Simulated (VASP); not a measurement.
```
Ga
1.0
    2.25995    -3.88005     0.00000
    2.25995     3.88005     0.00000
    0.00000     0.00000     4.63350
Ga
4
Cartesian
  2.25995   2.67186   4.25236
  2.25995   1.20819   1.93561
  2.25995  -1.20819   2.69789
  2.25995  -2.67186   0.38114
```

These are PW91 GGA, VASP's PBE PAW potentials (set 64) (plane waves; VASP) values and carry that method's errors. Run with 520 eV cut-off, 9×9×8 Γ-centred mesh, tetrahedra with Blöchl corrections, potentials Ga_d.

Q: Estimate the energy per atom (σ→0), band gap (on the k-mesh) with the smallest direct gap where there is one.

A: 
The band gap (on the k-mesh) comes out as none (metal, semimetal or under 0.01 eV). The energy per atom (σ→0) is -2.931 eV/atom.

Only differences to runs with the same potentials and settings are physical.

The compound is Ga in the alpha structure. It was relaxed first.
